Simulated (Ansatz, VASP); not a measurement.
# Cross-check of Au between VASP and Ansatz, part 2 of 2

One calculation is typed for both programs; each brings its own data sets. How far apart do they land? The structure shown is the end of the Ansatz relaxation below.

VASP 6.6.1 and Ansatz 0.2.0.

So far. Step 3 (VASP: single point, PBEsol, pair 1): The run ends at a pressure of 1.32 GPa.

**6. VASP: single point, PBEsol, pair 2 (continued)**

Level of this step: PBEsol; plane waves and PAW (Au) (VASP).

Numbers of over 12 decimals in the logs are rounded to 6 here.

Parts of OUTCAR (step 6):

```text
  Total        0.1351080      0.1351080     -0.0529802      0.0000000     -0.0000000     -0.0000000
  in kB        6.3840462      6.3840462     -2.5033920      0.0000000     -0.0000000     -0.0000000
  external PRESSURE =       3.4215668 kB  Pullay stress =       0.0000000 kB

 POSITION                                       TOTAL-FORCE (eV/Angst)
 -----------------------------------------------------------------------------------
      0.00000      0.00000      0.00000         0.000000     -0.000000     -0.000000
      1.42929      1.42929      2.07475        -0.000000      0.000000      0.000000
 -----------------------------------------------------------------------------------
    total drift:                                0.000000      0.000000     -0.000000

  FREE ENERGIE OF THE ION-ELECTRON SYSTEM (eV)
  ---------------------------------------------------
  free  energy   TOTEN  =        -7.8508649548 eV

  energy  without entropy=       -7.8459649209  energy(sigma->0) =       -7.84841494

[... 1 part as in an earlier step ...]

[... 2 further parts left out ...]
[key lines of the parts left out:]
E-fermi :   9.4331
```

The run ends at a pressure of 0.34 GPa.

**7. Differences**

What differs besides the data sets and the points named for the pairs above, as far as they apply: the data sets hold 38 valence electrons in Ansatz (on its PAW soft_1 files) and 22 in VASP. Total energies have different zeros and are not compared.

The two programs side by side:

```
      quantity  Ansatz  VASP  difference
pressure (GPa)    0.61  0.34       +0.26
```

**8. Ansatz: relaxation, PBEsol**

This run makes the geometry at which the two programs are then compared. The cell compared in this pair holds 34.13 Å³, against 33.91 Å³ for the pair before.

The structure compared here is the end of the Ansatz relaxation.

File input.yaml:

```yaml
crystal:
  lattice:
    - [2.91632854, 0.0, 0.0]
    - [0.0, 2.91632854, 0.0]
    - [0.0, 0.0, 4.058976138]
  atoms:
    - { symbol: Au, position: [0.0, 0.0, 0.0] }
    - { symbol: Au, position: [0.5, 0.5, 0.5] }
kpoints:
  mp_grid: { grid: [15, 15, 11] }
scf:
  occupations: { method: fermi_dirac, width: 0.05 }
hamiltonian:
  xc: pbesol
  pseudopotentials: { kind: paw, azcp: { folder: soft_1 }, xc_functional: pbe }
basis:
  ecutwfc: 600
output:
  forces: true
  stress: true
relax:
  f_tol: 0.005
  max_steps: 70
  cell: { stress_tol: 0.02, p_target: 0, fix: [a, b, alpha, beta, gamma] }
```

Started as:

```bash
$ ansatz run input.yaml --threads 4 --pin off --max-ram 10240MiB --backend cpu --events-out ev --progress --plain --runs-dir out
```

Log:

```text
[...]
Crystal: 2 atoms, lattice volume = 34.521 Å³
Basis set: ecut = 600 eV, 1133 PW (Γ), exchange–correlation on 48×48×72 points (8 copies of the dense FFT grid, shifted against one another)
Bands: 23, of which v1, the nominal top of the filled ones, is band 19 counted from 1 (18 counted from 0)
Symmetry: 32 space group operations
[...]
k-points: 216 of 2475
[...]
-0.900430      -0.000000      -0.000000
        0.000000      -0.900430      -0.000000
       -0.000000      -0.000000      -0.003702
  P = ⅓ Tr σ = -0.6015 GPa (-6.015 kbar)
--- Relaxed structure (4 steps of the walk, 4 accepted, 1 SCFs on fresh bases) ---
[...]
cell:  # Å, volume = 34.1290 Å³
    - [2.91632854, 0, 0]
    - [0, 2.91632854, 0]
    - [0, 0, 4.012832]
  atoms:
    - { symbol: Au, position: [0.0, 0.0, 0.0] }
    - { symbol: Au, position: [0.5, 0.5, 0.500000] }
[key lines of the parts left out:]
SCF converged after 4 iterations
Free energy (F): -26017.686100 eV
Fermi energy:    20.402285 eV
```

**9. VASP: single point, PBEsol, pair 3**

The same cell, functional, mesh and smearing now go to VASP, with its own data sets.

File INCAR:

```
SYSTEM = Au
PREC = Accurate
ENCUT = 500
EDIFF = 1E-06
NELM = 120
ISMEAR = -1
SIGMA = 0.05
LREAL = .FALSE.
ALGO = Normal
GGA = PS
NBANDS = 17
LASPH = .TRUE.
LORBIT = 11
LWAVE = .FALSE.
LCHARG = .FALSE.
ISIF = 2
GGA_COMPAT = .FALSE.
KPAR = 2
```

File POSCAR:

```
Au
1.0
    2.9163285400      0.0000000000      0.0000000000
    0.0000000000      2.9163285400      0.0000000000
    0.0000000000      0.0000000000      4.0128317146
Au
2
Direct
    0.0000000000      0.0000000000      0.0000000000
    0.5000000000      0.5000000000      0.5000000000
```

File KPOINTS:

```
Automatic mesh
0
Gamma
15 15 11
0 0 0
```

Potentials, in the order of the species: Au (PBE family, release 64).

Started as:

```bash
$ mpirun -np 2 vasp_std
```

Log:

```text
[... set-up lines as in an earlier step ...]
 entering main loop
       N       E                     dE             d eps       ncg     rms          rms(c)
DAV:   1     0.116815419450E+03    0.11682E+03   -0.11347E+04  7632   0.120E+03
DAV:   2    -0.679904542713E+01   -0.12361E+03   -0.11804E+03  7783   0.262E+02
DAV:   3    -0.852409819384E+01   -0.17251E+01   -0.17176E+01  9019   0.318E+01
DAV:   4    -0.853119482862E+01   -0.70966E-02   -0.70960E-02  8707   0.213E+00
[...]
DAV:   9    -0.784918942390E+01    0.27319E-04   -0.34485E-05  8997   0.508E-02    0.202E-02
DAV:  10    -0.784919755710E+01   -0.81332E-05   -0.17369E-06  7854   0.136E-02    0.405E-03
DAV:  11    -0.784919753530E+01    0.21798E-07   -0.13537E-07  4420   0.312E-03
   1 F= -.78491975E+01 E0= -.78471117E+01  d E =-.417162E-02
```

OUTCAR, selected parts (step 9):

```text
  Total       -0.2465869     -0.2465869     -0.0576472      0.0000000     -0.0000000     -0.0000000
  in kB      -11.5759508    -11.5759508     -2.7062305      0.0000000     -0.0000000     -0.0000000
  external PRESSURE =      -8.6193774 kB  Pullay stress =       0.0000000 kB

 POSITION                                       TOTAL-FORCE (eV/Angst)
 -----------------------------------------------------------------------------------
      0.00000      0.00000      0.00000        -0.000000      0.000000     -0.000000
      1.45816      1.45816      2.00642         0.000000     -0.000000      0.000000
 -----------------------------------------------------------------------------------
    total drift:                                0.000000      0.000000     -0.000000

  FREE ENERGIE OF THE ION-ELECTRON SYSTEM (eV)
  ---------------------------------------------------
  free  energy   TOTEN  =        -7.8491975353 eV

  energy  without entropy=       -7.8450259110  energy(sigma->0) =       -7.84711172

[... 1 part as in an earlier step ...]

[... 2 further parts left out ...]
[key lines of the parts left out:]
E-fermi :   9.3159
```

The run ends at a pressure of -0.86 GPa.

**10. Comparison**

What differs besides the data sets and the points named for the pairs above, as far as they apply: the data sets hold 38 valence electrons in Ansatz (on its PAW soft_1 files) and 22 in VASP. Total energies have different zeros and are not compared.

Compared:

```
      quantity  Ansatz   VASP  difference
pressure (GPa)   -0.60  -0.86       +0.26
```

**11. What came out**

| Item | Value |
| --- | --- |
| difference in pressure (single point, PBEsol, pair 1) | 0.27 GPa |
| difference in pressure (single point, PBEsol, pair 2) | 0.26 GPa |
| difference in pressure (single point, PBEsol, pair 3) | 0.26 GPa |

The difference in pressure is 0.27 GPa (single point, PBEsol, pair 1), within the 1 GPa picked in this series as the mark of a large difference. The data sets hold unlike numbers of valence electrons (38 in Ansatz and 22 in VASP), so part of the differences comes from the potentials. 2 further runs of this series are not shown here. Such differences can come from data sets, numerical settings and the points named under the comparisons, not from the functional's error against experiment.

[Lines on the potential files, build, host, timing and source positions are cut from VASP's logs without a mark.]

[Logs are printed without paths, hosts, clocks, repeated set-up lines and the standing remarks that a program may print on its own settings, such as how far it seeks lower states.]

[Hosts, paths, dates, database ids (printed as entryN), source tags and the programs' standing remarks are cut or masked in the printed files.]
